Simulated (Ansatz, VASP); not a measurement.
# GaP in two plane-wave programs, part 2 of 2

One calculation is typed for both programs; each brings its own data sets. How far apart do they land? The cell is taken from a series of runs on this material, whose earlier steps may have relaxed, scaled, displaced or heated it; both programs get it as it stands.

VASP 6.6.1 and Ansatz 0.2.0.

So far: The structure; Ansatz: zone-centre phonons, LDA.

### 3. VASP: zone-centre phonons, LDA

Level of this step: LDA; plane waves and PAW (Ga_d, P) (VASP).

The same cell, functional (in two slightly different forms) and mesh now go to VASP, with its own data sets.

Lines of VASP's logs that name or quote its potential files are left out, and so is its time.

INCAR reads:

```
SYSTEM = GaP
PREC = Accurate
ENCUT = 500
EDIFF = 1E-08
NELM = 120
ISMEAR = 0
SIGMA = 0.01
LREAL = .FALSE.
ALGO = Normal
GGA = CA
NBANDS = 15
LORBIT = 11
LWAVE = .FALSE.
LCHARG = .FALSE.
ISIF = 2
IBRION = 8
LEPSILON = .TRUE.
LASPH = .TRUE.
GGA_COMPAT = .FALSE.
EFERMI = MIDGAP
KPAR = 2
```

POSCAR reads:

```
GaP
1.0
    0.0000000000      2.6937989807      2.6937989807
    2.6937989807      0.0000000000      2.6937989807
    2.6937989807      2.6937989807      0.0000000000
Ga P
1 1
Direct
    0.0000000000      0.0000000000      0.0000000000
    0.2500000000      0.2500000000      0.2500000000
```

KPOINTS reads:

```
Automatic mesh
0
Gamma
8 8 8
0 0 0
```

The projector-augmented-wave data sets are Ga_d and P (LDA family, release 64).

Command:

```sh
$ mpirun -np 2 vasp_std
```

The program printed:

```text
[banner, memory and clock lines left out]
running    2 mpi-ranks, on    1 nodes
 distrk:  each k-point on    1 cores,    2 groups
 distr:  one band on    1 cores,    1 groups

 POSCAR found type information on POSCAR GaP
 POSCAR found :  2 types and       2 ions
 LDA part: xc-table for (Slater(with rela. corr.)+CA(PZ))
 , standard interpolation
 POSCAR, INCAR and KPOINTS ok, starting setup
 FFT: planning ... GRIDC
 FFT: planning ... GRID_SOFT
 FFT: planning ... GRID
 WAVECAR not read
 entering main loop
       N       E                     dE             d eps       ncg     rms          rms(c)
DAV:   1     0.825314898851E+02    0.82531E+02   -0.89386E+03   893   0.175E+03
DAV:   2    -0.419329958309E+01   -0.86725E+02   -0.82457E+02   968   0.324E+02
DAV:   3    -0.106720941058E+02   -0.64788E+01   -0.64551E+01  1094   0.701E+01
DAV:   4    -0.107833979807E+02   -0.11130E+00   -0.11127E+00  1018   0.101E+01
DAV:   5    -0.107858836065E+02   -0.24856E-02   -0.24854E-02  1174   0.134E+00    0.450E+00
DAV:   6    -0.105062321817E+02    0.27965E+00   -0.38844E-01  1333   0.114E+01    0.290E+00
DAV:   7    -0.104552195862E+02    0.51013E-01   -0.94486E-02  1156   0.226E+00    0.107E+00
DAV:   8    -0.104505780040E+02    0.46416E-02   -0.12323E-02  1095   0.129E+00    0.212E-01
DAV:   9    -0.104505394601E+02    0.38544E-04   -0.10456E-03  1301   0.425E-01    0.631E-02
DAV:  10    -0.104505365144E+02    0.29457E-05   -0.52268E-05  1327   0.908E-02    0.250E-02
DAV:  11    -0.104505425970E+02   -0.60826E-05   -0.90014E-06  1137   0.447E-02    0.765E-03
DAV:  12    -0.104505423943E+02    0.20270E-06   -0.51428E-07  1102   0.793E-03    0.512E-03
DAV:  13    -0.104505423687E+02    0.25647E-07   -0.21089E-07  1178   0.478E-03    0.938E-04
DAV:  14    -0.104505423678E+02    0.92132E-09   -0.10103E-08   733   0.124E-03
   1 F= -.10450542E+02 E0= -.10450542E+02  d E =0.000000E+00
 Linear response reoptimize wavefunctions to high precision
DAV:   1    -0.104505423679E+02   -0.10641E-09   -0.19711E-09   947   0.419E-04
DAV:   2    -0.104505423679E+02   -0.27285E-11   -0.22345E-10   617   0.138E-04
 Linear response G [H, r] |phi>, progress :
  Direction:   1
       N       E                     dE             d eps       ncg     rms
RMM:   1    -0.409098117892E+02   -0.40910E+02    0.16685E+02  1011   0.240E+02
RMM:   2    -0.495563021960E+02   -0.86465E+01   -0.12405E+01  1799   0.355E+01
RMM:   3    -0.514555878248E+02   -0.18993E+01   -0.26109E+00  1791   0.870E+00
RMM:   4    -0.514277227121E+02    0.27865E-01    0.13971E-02  1863   0.238E+00
RMM:   5    -0.514473530378E+02   -0.19630E-01   -0.39389E-02  1856   0.605E-01
RMM:   6    -0.514439982380E+02    0.33548E-02    0.39612E-03  1883   0.202E-01
RMM:   7    -0.514445589486E+02   -0.56071E-03   -0.66234E-04  1920   0.722E-02
RMM:   8    -0.514445123467E+02    0.46602E-04   -0.30818E-05  1919   0.284E-02
RMM:   9    -0.514445156447E+02   -0.32980E-05   -0.37758E-05  1926   0.126E-02
RMM:  10    -0.514445137054E+02    0.19393E-05   -0.11910E-05  1897   0.653E-03
RMM:  11    -0.514445144765E+02   -0.77112E-06   -0.18197E-05  1676   0.354E-03
RMM:  12    -0.514445144819E+02   -0.54047E-08   -0.17822E-05  1424   0.257E-03
RMM:  13    -0.514445146195E+02   -0.13759E-06   -0.19399E-05  1201   0.199E-03
RMM:  14    -0.514445143629E+02    0.25657E-06   -0.16632E-05  1057   0.183E-03
RMM:  15    -0.514445146041E+02   -0.24114E-06   -0.19150E-05   947   0.169E-03
RMM:  16    -0.514445144160E+02    0.18803E-06   -0.17023E-05   925   0.172E-03
RMM:  17    -0.514445144750E+02   -0.58925E-07   -0.18934E-05   879   0.165E-03
RMM:  18    -0.514445142861E+02    0.18886E-06   -0.12137E-05   840   0.170E-03
 Linear response G [H, r] |phi>, progress :
  Direction:   2
       N       E                     dE             d eps       ncg     rms
RMM:   1    -0.399873769150E+02   -0.39987E+02    0.13908E+02  1022   0.239E+02
RMM:   2    -0.503605569682E+02   -0.10373E+02   -0.59497E+00  1786   0.347E+01
RMM:   3    -0.528191201373E+02   -0.24586E+01   -0.24390E+00  1757   0.860E+00
RMM:   4    -0.527939265429E+02    0.25194E-01    0.19069E-02  1857   0.238E+00
RMM:   5    -0.528138788878E+02   -0.19952E-01   -0.40544E-02  1836   0.594E-01
RMM:   6    -0.528104690427E+02    0.34098E-02    0.42195E-03  1879   0.192E-01
RMM:   7    -0.528110410849E+02   -0.57204E-03   -0.63047E-04  1896   0.665E-02
RMM:   8    -0.528109942258E+02    0.46859E-04   -0.53777E-06  1909   0.258E-02
RMM:   9    -0.528109980437E+02   -0.38180E-05   -0.20189E-05  1912   0.109E-02
RMM:  10    -0.528109963738E+02    0.16699E-05    0.20371E-06  1862   0.557E-03
RMM:  11    -0.528109968496E+02   -0.47576E-06   -0.16516E-06  1653   0.298E-03
RMM:  12    -0.528109970126E+02   -0.16299E-06   -0.29874E-06  1395   0.197E-03
RMM:  13    -0.528109967924E+02    0.22018E-06   -0.68354E-07  1146   0.138E-03
RMM:  14    -0.528109967055E+02    0.86933E-07    0.22917E-07  1009   0.119E-03
[...]
Linear response to external field (no local field effect), progress :
  Direction:   2
       N       E                     dE             d eps       ncg     rms          rms(c)
RMM:   1    -0.137118117917E+00   -0.13712E+00    0.68893E+00   965   0.942E+00
RMM:   2    -0.150887707318E+01   -0.13718E+01   -0.72384E-02  1722   0.187E+00
[...]
RMM:  12    -0.118792771125E+01    0.10230E-05    0.13968E-07  4543   0.248E-04    0.295E-05
RMM:  13    -0.118792735609E+01    0.35516E-06    0.81990E-08  2738   0.115E-04    0.722E-06
 change of polarisation eV/A/(eV/A) component  1 :     2.255     0.781     0.363
 dielectric tensor                  component  1 :    11.439     3.615     1.682
 Linear response to external field, progress :
  Direction:   2
       N       E                     dE             d eps       ncg     rms          rms(c)
RMM:   1    -0.127714155068E+00   -0.12771E+00    0.52755E+00  3132   0.845E+00
RMM:   2    -0.120156959904E+01   -0.10739E+01   -0.72729E-02  5648   0.176E+00    0.148E+00
RMM:   3    -0.115672969682E+01    0.44840E-01   -0.29693E-02  5723   0.101E+00    0.852E-01
RMM:   4    -0.117756860278E+01   -0.20839E-01   -0.25610E-02  5785   0.932E-01    0.158E-01
RMM:   5    -0.118463821385E+01   -0.70696E-02   -0.15567E-03  5931   0.268E-01    0.357E-02
RMM:   6    -0.118773745435E+01   -0.30992E-02   -0.12505E-04  5913   0.867E-02    0.274E-02
RMM:   7    -0.118779693076E+01   -0.59476E-04   -0.11122E-05  5880   0.317E-02    0.273E-03
RMM:   8    -0.118795718470E+01   -0.16025E-03    0.40256E-06  6048   0.104E-02    0.806E-04
RMM:   9    -0.118793223795E+01    0.24947E-04    0.15152E-06  6066   0.408E-03    0.305E-04
RMM:  10    -0.118793112307E+01    0.11149E-05    0.70681E-07  6002   0.152E-03    0.113E-04
RMM:  11    -0.118792756708E+01    0.35560E-05    0.19320E-07  5778   0.667E-04    0.802E-05
RMM:  12    -0.118792655874E+01    0.10083E-05    0.11020E-07  4527   0.250E-04    0.294E-05
RMM:  13    -0.118792618312E+01    0.37562E-06    0.58379E-08  2740   0.116E-04    0.715E-06
 change of polarisation eV/A/(eV/A) component  2 :     0.760     2.255     0.342
 dielectric tensor                  component  2 :     3.519    11.439     1.585
 Linear response to external field, progress :
  Direction:   3
       N       E                     dE             d eps       ncg     rms          rms(c)
RMM:   1    -0.136553600143E+00   -0.13655E+00    0.51871E+00  3133   0.845E+00
RMM:   2    -0.120164102279E+01   -0.10651E+01   -0.72514E-02  5641   0.176E+00    0.148E+00
RMM:   3    -0.115673962898E+01    0.44901E-01   -0.29732E-02  5726   0.101E+00    0.853E-01
RMM:   4    -0.117758015538E+01   -0.20841E-01   -0.25543E-02  5776   0.931E-01    0.158E-01
RMM:   5    -0.118462119225E+01   -0.70410E-02   -0.15802E-03  5929   0.268E-01    0.359E-02
RMM:   6    -0.118773927533E+01   -0.31181E-02   -0.12810E-04  5923   0.866E-02    0.274E-02
RMM:   7    -0.118779755752E+01   -0.58282E-04   -0.13898E-05  5880   0.316E-02    0.267E-03
RMM:   8    -0.118795687948E+01   -0.15932E-03    0.35208E-06  6051   0.103E-02    0.797E-04
RMM:   9    -0.118793214208E+01    0.24737E-04    0.95320E-07  6068   0.405E-03    0.303E-04
RMM:  10    -0.118793096798E+01    0.11741E-05    0.64698E-07  6001   0.152E-03    0.113E-04
RMM:  11    -0.118792757536E+01    0.33926E-05    0.11125E-07  5796   0.665E-04    0.802E-05
RMM:  12    -0.118792654310E+01    0.10323E-05    0.14467E-07  4527   0.248E-04    0.298E-05
RMM:  13    -0.118792618741E+01    0.35570E-06    0.56118E-08  2725   0.115E-04    0.714E-06
 change of polarisation eV/A/(eV/A) component  3 :     0.608     0.537     2.255
 dielectric tensor                  component  3 :     2.814     2.484    11.439
 Linear response DOF=           2
 Linear response progress:
  Degree of freedom:   1/  2
       N       E                     dE             d eps       ncg     rms          rms(c)
RMM:   1    -0.167080793731E+00   -0.16708E+00    0.11962E-01  3591   0.867E+00
RMM:   2    -0.165150623675E+00    0.19302E-02   -0.26457E-02  5443   0.140E+00    0.572E-02
RMM:   3    -0.165409442890E+00   -0.25882E-03   -0.33625E-03  5715   0.402E-01    0.431E-02
RMM:   4    -0.165225808445E+00    0.18363E-03   -0.17526E-05  5988   0.129E-01    0.116E-02
RMM:   5    -0.165253366246E+00   -0.27558E-04    0.87618E-05  6069   0.360E-02    0.357E-03
RMM:   6    -0.165262405413E+00   -0.90392E-05    0.56060E-05  5948   0.129E-02    0.849E-04
RMM:   7    -0.165266992512E+00   -0.45871E-05    0.23346E-05  5988   0.521E-03    0.125E-04
RMM:   8    -0.165267290787E+00   -0.29827E-06    0.10351E-05  5979   0.219E-03    0.691E-05
RMM:   9    -0.165267367911E+00   -0.77124E-07    0.68019E-06  6052   0.951E-04    0.347E-05
RMM:  10    -0.165267640757E+00   -0.27285E-06    0.25596E-06  6021   0.431E-04    0.668E-06
RMM:  11    -0.165267846851E+00   -0.20609E-06    0.52681E-07  6031   0.204E-04    0.494E-06
RMM:  12    -0.165267792559E+00    0.54292E-07    0.91408E-07  6132   0.971E-05    0.164E-06
RMM:  13    -0.165267861049E+00   -0.68490E-07    0.42843E-07  6044   0.488E-05    0.145E-06
RMM:  14    -0.165267871295E+00   -0.10246E-07    0.30142E-07  5813   0.270E-05    0.476E-07
RMM:  15    -0.165267892934E+00   -0.21639E-07    0.70961E-08  5016   0.168E-05    0.602E-08
 first order change of Fermi-energy  -0.10486E+01
 force on displaced ion       1 direction 1 : -10.550   0.000   0.000
 Born effective charge ion    1 direction 1 :   2.047   0.000   0.000
 Linear response progress:
  Degree of freedom:   2/  2
       N       E                     dE             d eps       ncg     rms          rms(c)
RMM:   1    -0.506769445601E-01   -0.50677E-01    0.68113E-03  6483   0.183E+00
RMM:   2    -0.473454766490E-01    0.33315E-02   -0.55674E-03  5179   0.530E-01    0.122E-01
RMM:   3    -0.474021402389E-01   -0.56664E-04   -0.44837E-04  5680   0.173E-01    0.598E-02
RMM:   4    -0.476693791492E-01   -0.26724E-03   -0.20108E-05  5595   0.653E-02    0.114E-02
RMM:   5    -0.476869536989E-01   -0.17575E-04    0.69744E-06  5957   0.220E-02    0.691E-03
RMM:   6    -0.476722016722E-01    0.14752E-04   -0.40979E-07  5623   0.790E-03    0.401E-03
RMM:   7    -0.476726663047E-01   -0.46463E-06   -0.10804E-06  5891   0.301E-03    0.619E-04
RMM:   8    -0.476704708015E-01    0.21955E-05   -0.18840E-07  5757   0.102E-03    0.140E-04
RMM:   9    -0.476701586687E-01    0.31213E-06   -0.23990E-08  5953   0.314E-04    0.181E-05
RMM:  10    -0.476701979805E-01   -0.39312E-07    0.43237E-09  5795   0.111E-04    0.496E-06
RMM:  11    -0.476701965986E-01    0.13818E-08   -0.41384E-09  5955   0.421E-05    0.421E-06
 first order change of Fermi-energy   0.10489E+01
 force on displaced ion       2 direction 1 : -10.557  -0.000  -0.000
 Born effective charge ion    2 direction 1 :  -2.187   0.000   0.000
 Born effective charges drift removed
 Linear response finished
```

Parts of OUTCAR (step 3):

```text
ion  position               nearest neighbor table
   1  0.000  0.000  0.000-   2 2.33   2 2.33   2 2.33   2 2.33
   2  0.250  0.250  0.250-   1 2.33   1 2.33   1 2.33   1 2.33

  LATTYP: Found a face centered cubic cell.
 ALAT       =     5.3875979614

 Subroutine GETGRP returns: Found 24 space group operations
 (whereof 24 operations were pure point group operations)

The static configuration has the point symmetry T_d .

 Found     29 irreducible k-points:

   k-points           NKPTS =     29   k-points in BZ     NKDIM =     29   number of bands    NBANDS=     15

   dimension x,y,z NGX =    28 NGY =   28 NGZ =   28
   dimension x,y,z NGXF=    56 NGYF=   56 NGZF=   56

   ENCUT  =  500.0 eV  36.75 Ry    6.06 a.u.   6.95  6.95  6.95*2*pi/ulx,y,z

   NELECT =      18.0000    total number of electrons

 k-points in reciprocal lattice and weights: Automatic mesh
   0.00000000  0.00000000  0.00000000       0.002
   0.12500000  0.00000000  0.00000000       0.016
   0.25000000  0.00000000  0.00000000       0.016
   0.37500000  0.00000000  0.00000000       0.016
   0.50000000  0.00000000  0.00000000       0.008
   0.12500000  0.12500000  0.00000000       0.012
   0.25000000  0.12500000  0.00000000       0.047
   0.37500000  0.12500000  0.00000000       0.047
   0.50000000  0.12500000  0.00000000       0.047
[...]
-0.37500000  0.50000000  0.12500000       0.023
  -0.25000000  0.50000000  0.25000000       0.012

 average (electrostatic) potential at core
       1 -66.2434       2 -84.2871

  Total        0.0720332      0.0720332      0.0720332     -0.0000000      0.0000000      0.0000000
  in kB        2.9520109      2.9520109      2.9520109     -0.0000000      0.0000000      0.0000000
  external PRESSURE =       2.9520109 kB  Pullay stress =       0.0000000 kB

  energy-cutoff  :      500.00
  volume of cell :       39.10
      direct lattice vectors                 reciprocal lattice vectors
     0.000000000  2.693798981  2.693798981    -0.185611474  0.185611474  0.185611474
     2.693798981  0.000000000  2.693798981     0.185611474 -0.185611474  0.185611474
     2.693798981  2.693798981  0.000000000     0.185611474  0.185611474 -0.185611474

 POSITION                                       TOTAL-FORCE (eV/Angst)
 -----------------------------------------------------------------------------------
      0.00000      0.00000      0.00000         0.000000      0.000000      0.000000
      1.34690      1.34690      1.34690        -0.000000     -0.000000     -0.000000
 -----------------------------------------------------------------------------------
    total drift:                                0.000000      0.000000      0.000000

 MACROSCOPIC STATIC DIELECTRIC TENSOR (including local field effects in DFT)
 ------------------------------------------------------
          11.438506     0.000000     0.000000
          -0.000000    11.438506     0.000000
           0.000000     0.000000    11.438506
 ------------------------------------------------------

 PIEZOELECTRIC TENSOR (including local field effects)  for field in x, y, z        (C/m^2)
          XX          YY          ZZ          XY          YZ          ZX
  --------------------------------------------------------------------------------
  x     0.00000    -0.00000    -0.00000     0.00000    -0.78503     0.00000
  y    -0.00000     0.00000     0.00000     0.00000     0.00000    -0.78503
  z     0.00000    -0.00000    -0.00000    -0.78503     0.00000     0.00000

 BORN EFFECTIVE CHARGES (including local field effects) (in |e|, cummulative output)
 ---------------------------------------------------------------------------------
 ion    1
    1     2.11380     0.00000     0.00000
    2     0.00000     2.11380    -0.00000
    3     0.00000     0.00000     2.11380
 ion    2
    1    -2.11380     0.00000     0.00000
    2    -0.00000    -2.11380     0.00000
    3     0.00000    -0.00000    -2.11380

 Eigenvectors and eigenvalues of the dynamical matrix
 ----------------------------------------------------

   1 f  =   10.967356 THz    68.909930 2PiTHz  365.831617 cm-1    45.357319 meV
             X         Y         Z           dx          dy          dz
      0.000000  0.000000  0.000000     0.000000    0.554471    0.000000
      1.346899  1.346899  1.346899     0.000000   -0.832203    0.000000

   2 f  =   10.967356 THz    68.909930 2PiTHz  365.831617 cm-1    45.357319 meV
             X         Y         Z           dx          dy          dz
      0.000000  0.000000  0.000000    -0.554471    0.000000    0.000000
      1.346899  1.346899  1.346899     0.832203    0.000000    0.000000

   3 f  =   10.967356 THz    68.909930 2PiTHz  365.831617 cm-1    45.357319 meV
             X         Y         Z           dx          dy          dz
      0.000000  0.000000  0.000000     0.000000    0.000000   -0.554471
      1.346899  1.346899  1.346899     0.000000    0.000000    0.832203

   4 f/i=    0.001877 THz     0.011791 2PiTHz    0.062599 cm-1     0.007761 meV
             X         Y         Z           dx          dy          dz
      0.000000  0.000000  0.000000     0.832203    0.000000    0.000000
      1.346899  1.346899  1.346899     0.554471    0.000000    0.000000

   5 f/i=    0.001877 THz     0.011791 2PiTHz    0.062599 cm-1     0.007761 meV
             X         Y         Z           dx          dy          dz
      0.000000  0.000000  0.000000     0.000000   -0.832203    0.000000
      1.346899  1.346899  1.346899     0.000000   -0.554471    0.000000

   6 f/i=    0.001877 THz     0.011791 2PiTHz    0.062599 cm-1     0.007761 meV
             X         Y         Z           dx          dy          dz
      0.000000  0.000000  0.000000     0.000000    0.000000    0.832203
      1.346899  1.346899  1.346899     0.000000    0.000000    0.554471

 MACROSCOPIC STATIC DIELECTRIC TENSOR IONIC CONTRIBUTION
 ------------------------------------------------------
           1.959619     0.000000     0.000000
           0.000000     1.959619    -0.000000
           0.000000    -0.000000     1.959619
 ------------------------------------------------------

 ELASTIC MODULI CONTR FROM IONIC RELAXATION (kBar)
 Direction    XX          YY          ZZ          XY          YZ          ZX
 --------------------------------------------------------------------------------
 XX          -0.0000     -0.0000     -0.0000      0.0000      0.0000     -0.0000
 YY          -0.0000     -0.0000     -0.0000      0.0000      0.0000      0.0000
 ZZ          -0.0000     -0.0000     -0.0000      0.0000      0.0000     -0.0000
 XY           0.0000      0.0000      0.0000   -236.9818      0.0000      0.0000
 YZ           0.0000      0.0000      0.0000      0.0000   -236.9818      0.0000
 ZX          -0.0000      0.0000     -0.0000      0.0000      0.0000   -236.9818
 --------------------------------------------------------------------------------

 PIEZOELECTRIC TENSOR IONIC CONTR  for field in x, y, z        (C/m^2)
          XX          YY          ZZ          XY          YZ          ZX
  --------------------------------------------------------------------------------
  x    -0.00000    -0.00000    -0.00000     0.00000     0.64123     0.00000
  y     0.00000    -0.00000     0.00000    -0.00000     0.00000     0.64123
  z    -0.00000    -0.00000    -0.00000     0.64123     0.00000     0.00000
```

The dielectric response converges more slowly with the mesh than energies do, so tensor and charges may still move on a finer one.

### 4. Side by side

Known differences besides the potentials themselves: the two LDA forms differ slightly; fixed occupations in Ansatz, narrow Gaussian smearing in VASP; VASP's response is taken on the typed mesh, Ansatz refines its own for the field response alone; the cutoff is 1197.3 eV in Ansatz and 500 eV in VASP; VASP's log shows a relativistic correction to its local exchange, Ansatz's none. Total energies have different zeros and are not compared.

Compared:

| quantity | Ansatz | VASP | difference |
| --- | --- | --- | --- |
| ε∞ xx | 10.68 | 11.44 | -6.67 % |
| ε∞ yy | 10.68 | 11.44 | -6.67 % |
| ε∞ zz | 10.68 | 11.44 | -6.67 % |
| Born charge of Ga1 (mean of the diagonal) (e) | 2.05 | 2.11 | -0.07 |
| Born charge of P2 (mean of the diagonal) (e) | -2.05 | -2.11 | +0.07 |
| optical mode 1 to 3 (cm⁻¹) | 365.2 | 365.8 | -0.17 % |

Modes are paired by rising frequency, not by their patterns, so a pair may set unlike modes beside each other; they are those without the splitting of longitudinal modes.

### 5. Summary of results

```
difference in ε∞ xx (zone-centre phonons, LDA) : -6.7 %
```

The difference in ε∞ xx is -6.7 % (zone-centre phonons, LDA), beyond the 5 % picked in this series as the mark of a large difference. What causes the difference of the zone-centre phonons, LDA pair stays open here. How closely two codes agree says nothing of how well the functional describes the real material.

[Lines on the potential files, build, host, timing and source positions are cut from VASP's logs without a mark.]

[Logs are printed without paths, hosts, clocks, repeated set-up lines and the standing remarks that a program may print on its own settings, such as how far it seeks lower states.]

[Hosts, paths, dates, database ids (printed as entryN), source tags and the programs' standing remarks are cut or masked in the printed files.]
